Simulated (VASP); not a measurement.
# SrCl2: structure and properties in VASP, part 5 of 5

What structure does SrCl2 take at this level, and what are its properties? The start is a cell from a database of measured crystal structures.

VASP 6.6.1; r2SCAN; plane waves and PAW (Sr_sv, Cl).

So far. Step 12 (Volume scan with r2SCAN (run 7)): The pressure falls from -1.35 to -1.92 GPa. The parabola predicted -1.90 GPa, +0.02 GPa off. Step 14 (Fit for r2SCAN): The fit over cells of fixed shape and fractional positions puts the volume +0.29 % from the relaxed one. At a finite cutoff and mesh the minimum of the energy and the zero of the stress don't quite coincide, and the relaxation stops at a threshold. The relaxed cell has a = 6.994 Å (conventional setting).

## Step 15: Vibrations at Γ (r2SCAN)

This step: r2SCAN; plane waves and PAW (Sr_sv, Cl) (VASP 6.6.1).

Zone-centre modes test whether the atoms sit at a minimum within this cell. IBRION = 6 takes the force constants from differences of forces between displaced cells, so the forces must be tight.

INCAR

```
SYSTEM = SrCl2
PREC = Accurate
ENCUT = 400
EDIFF = 1E-08
NELM = 100
ISMEAR = 0
SIGMA = 0.05
LREAL = .FALSE.
ALGO = Normal
METAGGA = R2SCAN
LASPH = .TRUE.
NBANDS = 18
LORBIT = 11
LWAVE = .FALSE.
LCHARG = .FALSE.
KPAR = 2
IBRION = 6
NFREE = 2
POTIM = 0.015
ISIF = 2
NSW = 1
```

POSCAR

```
SrCl2
1.0
    0.0000000000      3.4972255284      3.4972255284
    3.4972255284      0.0000000000      3.4972255284
    3.4972255284      3.4972255284      0.0000000000
Sr Cl
1 2
Direct
    0.0000000000      0.0000000000      0.0000000000
    0.2500000000      0.2500000000      0.2500000000
    0.7500000000      0.7500000000      0.7500000000
```

KPOINTS

```
Automatic mesh
0
Gamma
7 7 7
0 0 0
```

PAW data sets: Sr_sv and Cl (PBE family, release 64).

Started as:

```bash
$ mpirun -np 2 vasp_std
```

Log:

```text
[... set-up lines as in an earlier step ...]
 entering main loop
       N       E                     dE             d eps       ncg     rms          rms(c)
[... 13 cycles as in an earlier step ...]
DAV:  14    -0.356877188184E+02    0.38862E-07   -0.19434E-07  1224   0.268E-03    0.178E-03
DAV:  15    -0.356877187083E+02    0.11011E-06   -0.21911E-08   868   0.113E-03    0.957E-04
DAV:  16    -0.356877187147E+02   -0.63144E-08   -0.18724E-08   798   0.108E-03
   1 F= -.35687719E+02 E0= -.35687719E+02  d E =-.628650E-18
 Found     2 degrees of freedom:
 Finite differences POTIM= 0.01500 DOF=   2
 bond charge predicted
       N       E                     dE             d eps       ncg     rms          rms(c)
DAV:   1    -0.356841320215E+02    0.35867E-02   -0.29466E-01  1444   0.385E+00    0.306E-01
DAV:   2    -0.356873697071E+02   -0.32377E-02   -0.19587E-02  1858   0.955E-01    0.129E-01
DAV:   3    -0.356873828832E+02   -0.13176E-04   -0.44335E-04  2190   0.103E-01    0.683E-02
DAV:   4    -0.356873927829E+02   -0.98997E-05   -0.26929E-05  2130   0.350E-02    0.131E-02
DAV:   5    -0.356873940740E+02   -0.12911E-05   -0.24525E-06  2384   0.972E-03    0.415E-03
DAV:   6    -0.356873941961E+02   -0.12214E-06   -0.28779E-07  2346   0.347E-03    0.187E-03
DAV:   7    -0.356873942194E+02   -0.23285E-07   -0.33497E-08  2012   0.115E-03    0.607E-04
DAV:   8    -0.356873942269E+02   -0.75438E-08   -0.54388E-09  1296   0.533E-04
   2 F= -.35687394E+02 E0= -.35687394E+02  d E =-.656851E-18
[...]
3 F= -.35687394E+02 E0= -.35687394E+02  d E =-.656552E-18
[...]
4 F= -.35687380E+02 E0= -.35687380E+02  d E =-.202479E-18
 Finite differences progress:
  Degree of freedom:   2/  2
  Displacement:        1/  2
  Total:               3/  4
 bond charge predicted
       N       E                     dE             d eps       ncg     rms          rms(c)
DAV:   1    -0.356837043772E+02    0.36757E-02   -0.11880E+00  2304   0.484E+00    0.305E-01
DAV:   2    -0.356875096952E+02   -0.38053E-02   -0.37143E-02  2586   0.124E+00    0.160E-01
DAV:   3    -0.356874244466E+02    0.85249E-04   -0.68928E-04  3704   0.154E-01    0.102E-01
DAV:   4    -0.356873849616E+02    0.39485E-04   -0.73584E-04  2752   0.149E-01    0.356E-02
DAV:   5    -0.356873900808E+02   -0.51191E-05   -0.81576E-05  2946   0.527E-02    0.211E-02
DAV:   6    -0.356873843390E+02    0.57417E-05   -0.58864E-06  3116   0.139E-02    0.130E-02
DAV:   7    -0.356873798298E+02    0.45093E-05   -0.33543E-05  2514   0.303E-02    0.129E-02
DAV:   8    -0.356873800619E+02   -0.23208E-06   -0.33098E-06  2692   0.116E-02    0.135E-02
DAV:   9    -0.356873800180E+02    0.43914E-07   -0.18167E-07  3412   0.256E-03    0.822E-03
DAV:  10    -0.356873800153E+02    0.26630E-08   -0.27009E-08  2586   0.859E-04
   5 F= -.35687380E+02 E0= -.35687380E+02  d E =-.202507E-18
 Finite differences progress:
  Degree of freedom:   2/  2
  Displacement:        2/  2
  Total:               4/  4
```

It took 10 min on 2 MPI ranks of AMD EPYC 7R43, shared host; peak memory 0.41 GiB; 20 min of CPU time.

Parts of OUTCAR (step 15):

```text
   NELECT =      24.0000    total number of electrons

 E-fermi :  -0.0032

 k-point     1 :       0.0000    0.0000    0.0000
  band No.  band energies     occupation
    ...
      8      -2.3932      2.00000
      9      -2.3877      2.00000
     10      -0.6149      2.00000
     11      -0.6139      2.00000
     12      -0.6137      2.00000
     13       5.6658      0.00000
     14       6.4204      0.00000
     15       6.4208      0.00000
     16       9.3381      0.00000
     17       9.3408      0.00000
    ...

  Total        0.0052887      0.0043159      0.0043159      0.0000000      0.0382436      0.0000000
  in kB        0.0990514      0.0808323      0.0808323      0.0000000      0.7162561      0.0000000
  external PRESSURE =       0.0869053 kB  Pullay stress =       0.0000000 kB

 POSITION                                       TOTAL-FORCE (eV/Angst)
 -----------------------------------------------------------------------------------
      0.00000      0.00000      0.00000        -0.021105      0.000000      0.000000
      1.73361      1.74861      1.74861         0.043873      0.000000      0.000000
      5.24584      5.24584      5.24584        -0.022769      0.000000      0.000000
 -----------------------------------------------------------------------------------
    total drift:                                0.000166     -0.000000     -0.000000

  FREE ENERGIE OF THE ION-ELECTRON SYSTEM (eV)
  ---------------------------------------------------
  free  energy   TOTEN  =       -35.6873800153 eV

  energy  without entropy=      -35.6873800153  energy(sigma->0) =      -35.68738002

 Eigenvectors and eigenvalues of the dynamical matrix
 ----------------------------------------------------

   1 f  =    5.561553 THz    34.944268 2PiTHz  185.513438 cm-1    23.000725 meV
             X         Y         Z           dx          dy          dz
      0.000000  0.000000  0.000000     0.000000    0.000000    0.000000
      1.748613  1.748613  1.748613     0.694346    0.053317   -0.122643
      5.245838  5.245838  5.245838    -0.694346   -0.053317    0.122643

   2 f  =    5.561553 THz    34.944268 2PiTHz  185.513438 cm-1    23.000725 meV
             X         Y         Z           dx          dy          dz
      0.000000  0.000000  0.000000     0.000000    0.000000   -0.000000
      1.748613  1.748613  1.748613    -0.126906    0.058176   -0.693189
      5.245838  5.245838  5.245838     0.126906   -0.058176    0.693189

   3 f  =    5.561553 THz    34.944268 2PiTHz  185.513438 cm-1    23.000725 meV
             X         Y         Z           dx          dy          dz
      0.000000  0.000000  0.000000     0.000000   -0.000000   -0.000000
      1.748613  1.748613  1.748613    -0.042177    0.702690    0.066695
      5.245838  5.245838  5.245838     0.042177   -0.702690   -0.066695

   4 f  =    4.212804 THz    26.469825 2PiTHz  140.523999 cm-1    17.422748 meV
             X         Y         Z           dx          dy          dz
      0.000000  0.000000  0.000000    -0.034550    0.059578    0.665850
      1.748613  1.748613  1.748613     0.027113   -0.046754   -0.522522
      5.245838  5.245838  5.245838     0.027113   -0.046754   -0.522522

   5 f  =    4.212804 THz    26.469825 2PiTHz  140.523999 cm-1    17.422748 meV
             X         Y         Z           dx          dy          dz
      0.000000  0.000000  0.000000    -0.309417    0.589598   -0.068811
      1.748613  1.748613  1.748613     0.242814   -0.462683    0.053999
      5.245838  5.245838  5.245838     0.242814   -0.462683    0.053999

   6 f  =    4.212804 THz    26.469825 2PiTHz  140.523999 cm-1    17.422748 meV
             X         Y         Z           dx          dy          dz
      0.000000  0.000000  0.000000     0.592593    0.311327    0.002892
      1.748613  1.748613  1.748613    -0.465034   -0.244312   -0.002269
      5.245838  5.245838  5.245838    -0.465034   -0.244312   -0.002269

   7 f/i=    0.003457 THz     0.021724 2PiTHz    0.115329 cm-1     0.014299 meV
             X         Y         Z           dx          dy          dz
      0.000000  0.000000  0.000000     0.028332   -0.282351   -0.686568
      1.748613  1.748613  1.748613     0.018051   -0.179900   -0.437447
      5.245838  5.245838  5.245838     0.018051   -0.179900   -0.437447

   8 f/i=    0.003457 THz     0.021724 2PiTHz    0.115329 cm-1     0.014299 meV
             X         Y         Z           dx          dy          dz
      0.000000  0.000000  0.000000    -0.419732    0.560611   -0.247872
      1.748613  1.748613  1.748613    -0.267432    0.357193   -0.157932
      5.245838  5.245838  5.245838    -0.267432    0.357193   -0.157932

   9 f/i=    0.003457 THz     0.021724 2PiTHz    0.115329 cm-1     0.014299 meV
             X         Y         Z           dx          dy          dz
      0.000000  0.000000  0.000000    -0.612309   -0.397358    0.138146
      1.748613  1.748613  1.748613    -0.390133   -0.253177    0.088020
      5.245838  5.245838  5.245838    -0.390133   -0.253177    0.088020

 ELASTIC MODULI CONTR FROM IONIC RELAXATION (kBar)
 Direction    XX          YY          ZZ          XY          YZ          ZX
 --------------------------------------------------------------------------------
 XX           0.0000      0.0000      0.0000      0.0000      0.0000      0.0000
 YY           0.0000      0.0000      0.0000      0.0000      0.0000      0.0000
 ZZ           0.0000      0.0000      0.0000      0.0000      0.0000      0.0000
 XY           0.0000      0.0000      0.0000    -54.2721     -0.0000     -0.0000
 YZ           0.0000      0.0000      0.0000     -0.0000    -54.2721     -0.0000
 ZX           0.0000      0.0000      0.0000     -0.0000     -0.0000    -54.2721
 --------------------------------------------------------------------------------

[... 8 parts as in an earlier step ...]

[... 9 further parts left out ...]
```

CONTCAR:

```
SrCl2
   1.00000000000000
     0.0000000000000000    3.4972255284000000    3.4972255284000000
     3.4972255284000000    0.0000000000000000    3.4972255284000000
     3.4972255284000000    3.4972255284000000    0.0000000000000000
  Sr              Cl
     1     2
Direct
     0.0000000000000000    0.0000000000000000    0.0000000000000000
     0.2521445571465422    0.2478554428534578    0.2478554428534578
     0.7500000000000000    0.7500000000000000    0.7500000000000000
```

The last energy, forces, stress and levels in OUTCAR belong to the last displaced cell, not to the cell of POSCAR.

Numbers from this step:

| Item | Value |
| --- | --- |
| pressure of the cell | 0.006629 GPa |
| largest force of the cell | 0 eV/Å |

Transverse limit, no LO-TO splitting. The modes at Γ (shares of kinetic energy by element, %):

```
mode  frequency (cm⁻¹)  symmetry  Sr %  Cl %
   1              -0.1  acoustic    55    45
   2              -0.1  acoustic    55    45
   3              -0.1  acoustic    55    45
   4             140.5       T1u    45    55
   5             140.5       T1u    45    55
   6             140.5       T1u    45    55
   7             185.5       T2g     0   100
   8             185.5       T2g     0   100
   9             185.5       T2g     0   100
```

Displacements in mode 6 (140.5 cm⁻¹), the largest set to 1:
```
Sr1 -0.04  0.07  0.81
Cl2  0.05 -0.09 -1.00
Cl3  0.05 -0.09 -1.00
```

Displacements in mode 7 (185.5 cm⁻¹), the largest set to 1:
```
Sr1  0.00  0.00  0.00
Cl2 -0.06  1.00  0.09
Cl3  0.06 -1.00 -0.09
```

The three acoustic modes lie within 0.1 cm⁻¹ of zero, and all others are real. By the characters of their eigenvectors the optical modes sort into (cm⁻¹) Raman active: T2g 186; infrared active: T1u 141. With a centre of inversion no mode is active in both.

## Step 16: Bands along the symmetry lines (r2SCAN) with a changed input

Levels along the symmetry lines show where the bands peak and cross; KPOINTS_OPT computes them in the converged potential. Some settings are moved from the usual, to see what they do.

Edit INCAR of step 15 so:

```diff
@@ -11,3 +11,3 @@
 LASPH = .TRUE.
-NBANDS = 18
+NBANDS = 25
 LORBIT = 11
@@ -16,6 +16 @@
 KPAR = 2
-IBRION = 6
-NFREE = 2
-POTIM = 0.015
-ISIF = 2
-NSW = 1
```

POSCAR is that of step 15.

KPOINTS

```
Automatic mesh
0
Gamma
5 5 5
0 0 0
```

KPOINTS_OPT

```
Line mode
16
Line-mode
Reciprocal
  0.00000000   0.00000000   0.00000000 GAMMA
  0.50000000   0.00000000   0.50000000 X

  0.50000000   0.00000000   0.50000000 X
  0.50000000   0.25000000   0.75000000 W

  0.50000000   0.25000000   0.75000000 W
  0.37500000   0.37500000   0.75000000 K

  0.37500000   0.37500000   0.75000000 K
  0.00000000   0.00000000   0.00000000 GAMMA

  0.00000000   0.00000000   0.00000000 GAMMA
  0.50000000   0.50000000   0.50000000 L

  0.50000000   0.50000000   0.50000000 L
  0.62500000   0.25000000   0.62500000 U

  0.62500000   0.25000000   0.62500000 U
  0.50000000   0.25000000   0.75000000 W

  0.50000000   0.25000000   0.75000000 W
  0.50000000   0.50000000   0.50000000 L

  0.50000000   0.50000000   0.50000000 L
  0.37500000   0.37500000   0.75000000 K

  0.62500000   0.25000000   0.62500000 U
  0.50000000   0.00000000   0.50000000 X
```

Started as:

```bash
$ mpirun -np 2 vasp_std
```

Log:

```text
[... set-up lines as in an earlier step ...]
 entering main loop
       N       E                     dE             d eps       ncg     rms          rms(c)
DAV:   1     0.803387542246E+02    0.80339E+02   -0.95952E+03   500   0.715E+02
DAV:   2    -0.355808545896E+02   -0.11592E+03   -0.11100E+03   661   0.169E+02
DAV:   3    -0.424491343069E+02   -0.68683E+01   -0.68203E+01   742   0.382E+01
DAV:   4    -0.425581737156E+02   -0.10904E+00   -0.10895E+00   686   0.475E+00
DAV:   5    -0.425604133245E+02   -0.22396E-02   -0.22396E-02   694   0.583E-01    0.113E+01
DAV:   6    -0.356991098729E+02    0.68613E+01   -0.19289E+00   816   0.684E+00    0.697E+00
DAV:   7    -0.356780450205E+02    0.21065E-01   -0.46735E-01   650   0.375E+00    0.239E+00
DAV:   8    -0.356858647014E+02   -0.78197E-02   -0.33821E-02   618   0.100E+00    0.108E+00
DAV:   9    -0.356872302330E+02   -0.13655E-02   -0.85883E-03   537   0.499E-01    0.313E-01
DAV:  10    -0.356873516555E+02   -0.12142E-03   -0.40953E-04   671   0.109E-01    0.983E-02
DAV:  11    -0.356877833181E+02   -0.43166E-03   -0.28968E-04   560   0.945E-02    0.316E-02
DAV:  12    -0.356877967422E+02   -0.13424E-04   -0.77831E-06   711   0.137E-02    0.898E-03
DAV:  13    -0.356878028479E+02   -0.61057E-05   -0.50545E-06   555   0.122E-02    0.409E-03
DAV:  14    -0.356878025674E+02    0.28049E-06   -0.30992E-07   719   0.279E-03    0.231E-03
DAV:  15    -0.356878024596E+02    0.10786E-06   -0.21363E-08   581   0.838E-04    0.139E-03
DAV:  16    -0.356878024338E+02    0.25736E-07   -0.18407E-08   596   0.838E-04    0.443E-04
DAV:  17    -0.356878024221E+02    0.11709E-07   -0.72500E-10   538   0.142E-04    0.308E-04
DAV:  18    -0.356878024339E+02   -0.11715E-07   -0.24362E-10   333   0.699E-05    0.563E-05
DAV:  19    -0.356878024364E+02   -0.25716E-08   -0.10968E-10   329   0.364E-05
   1 F= -.35687802E+02 E0= -.35687802E+02  d E =-.277206E-21
 Start KPOINTS_OPT (optional k-point list driver)
k-point batch [1-10\160]
       N       E                     dE             ncg
DAV:   1    -0.110349681050E+04   -0.27558E+04      500
DAV:   2    -0.227829387433E+04   -0.11748E+04      688
DAV:   3    -0.235109958552E+04   -0.72806E+02      684
DAV:   4    -0.235296363658E+04   -0.18641E+01      720
DAV:   5    -0.235298519328E+04   -0.21557E-01      663
DAV:   6    -0.235298551878E+04   -0.32549E-03      711
DAV:   7    -0.235298552286E+04   -0.40792E-05      678
DAV:   8    -0.235298552294E+04   -0.86239E-07      710
DAV:   9    -0.235298552295E+04   -0.25620E-08      503
[...]
k-point batch [151-160\160]
       N       E                     dE             ncg
DAV:   1    -0.106145400715E+04   -0.72384E+04      500
DAV:   2    -0.227077135965E+04   -0.12093E+04      659
DAV:   3    -0.234663746305E+04   -0.75866E+02      693
DAV:   4    -0.234870290884E+04   -0.20654E+01      696
DAV:   5    -0.234872571777E+04   -0.22809E-01      668
DAV:   6    -0.234872639658E+04   -0.67881E-03      744
DAV:   7    -0.234872640051E+04   -0.39269E-05      653
DAV:   8    -0.234872640064E+04   -0.13271E-06      696
DAV:   9    -0.234872640064E+04   -0.92905E-09      486
```

It took 5.4 min on 2 MPI ranks; peak memory 0.34 GiB.

From OUTCAR (step 16):

```text
   k-points           NKPTS =     10   k-points in BZ     NKDIM =     10   number of bands    NBANDS=     25

   NELECT =      24.0000    total number of electrons

 E-fermi :  -0.0081

 k-point     1 :       0.0000    0.0000    0.0000
  band No.  band energies     occupation
    ...
      8      -2.3930      2.00000
      9      -2.3930      2.00000
     10      -0.6141      2.00000
     11      -0.6141      2.00000
     12      -0.6141      2.00000
     13       5.6660      0.00000
     14       6.4205      0.00000
     15       6.4205      0.00000
     16       9.3407      0.00000
     17       9.3407      0.00000
    ...

  Total        0.0027020      0.0027020      0.0027020     -0.0000000      0.0000000     -0.0000000
  in kB        0.0506047      0.0506047      0.0506047     -0.0000000      0.0000000     -0.0000000
  external PRESSURE =       0.0506047 kB  Pullay stress =       0.0000000 kB

 POSITION                                       TOTAL-FORCE (eV/Angst)
 -----------------------------------------------------------------------------------
      0.00000      0.00000      0.00000        -0.000000      0.000000     -0.000000
      1.74861      1.74861      1.74861         0.000000     -0.000000     -0.000000
      5.24584      5.24584      5.24584        -0.000000      0.000000      0.000000
 -----------------------------------------------------------------------------------
    total drift:                                0.000000     -0.000000      0.000000

  FREE ENERGIE OF THE ION-ELECTRON SYSTEM (eV)
  ---------------------------------------------------
  free  energy   TOTEN  =       -35.6878024364 eV

  energy  without entropy=      -35.6878024364  energy(sigma->0) =      -35.68780244

[... 7 parts as in an earlier step ...]

[... 9 further parts left out ...]
```

The run converged, and its energy and pressure stay near those of the sound run.

Energy and pressure equal those of the sound run on this cell, within 0.05 meV an atom and 0.01 GPa.

Settings moved from the usual: k-mesh = 5×5×5 and EDIFF = 1e-08. KPOINTS differs too.

The mesh holds 10 irreducible points against 20.

## Step 17: Outcome

| Property | Result |
| --- | --- |
| relaxed volume | 28.52 Å³/atom |
| relaxed conventional cell a, b, c | 6.994, 6.994, 6.994 Å |
| space group after relaxing, within 0.02 Å | Fm-3m (No. 225) |
| band gap | 5.93 eV, indirect (least direct gap of that run 5.99 eV) |
| gap among the points of the DOS mesh alone, an upper bound | 5.93 eV |
| bulk modulus from the fit | 37.5 GPa |
| volume from the fit | 28.6 Å³/atom |
| highest zone-centre mode | 186 cm⁻¹ |

With r2SCAN, SrCl2 relaxes to 28.52 Å³/atom in space group Fm-3m (held by the symmetry of the run), has an indirect gap of 5.93 eV and has a bulk modulus of 37.5 GPa. Against the listed cell the volume lies +0.8 %. Bands along the symmetry lines (r2SCAN): On this path the gap is indirect, 5.93 eV, with the valence top at X and the conduction bottom at Γ. The least direct gap is 5.99 eV. Vibrations at Γ (r2SCAN): The highest mode in this list at Γ, 185.5 cm⁻¹, is mostly motion of Cl (100 % of the kinetic energy). Semilocal functionals usually underestimate gaps. Spin-orbit coupling is left out; it would split some degenerate bands. Modes at Γ alone can't show that the crystal is stable at other wave vectors, and the LO-TO splitting is not included. No search among competing phases was made, and a listed structure need not be the one stable at ambient conditions. All values are for a static lattice at zero temperature.

[Lines on the potential files, build, host, timing and source positions are cut from VASP's logs without a mark.]

[Logs are printed without paths, hosts, clocks, repeated set-up lines and the standing remarks that a program may print on its own settings, such as how far it seeks lower states.]

[Hosts, paths, dates, database ids (printed as entryN), source tags and the programs' standing remarks are cut or masked in the printed files.]

[A measured line is paired with the nearest computed mode of its activity, which favours agreement.]

[In band tables of VASP the shares of atoms and orbitals are scaled to a sum of 1 inside the atoms' spheres.]
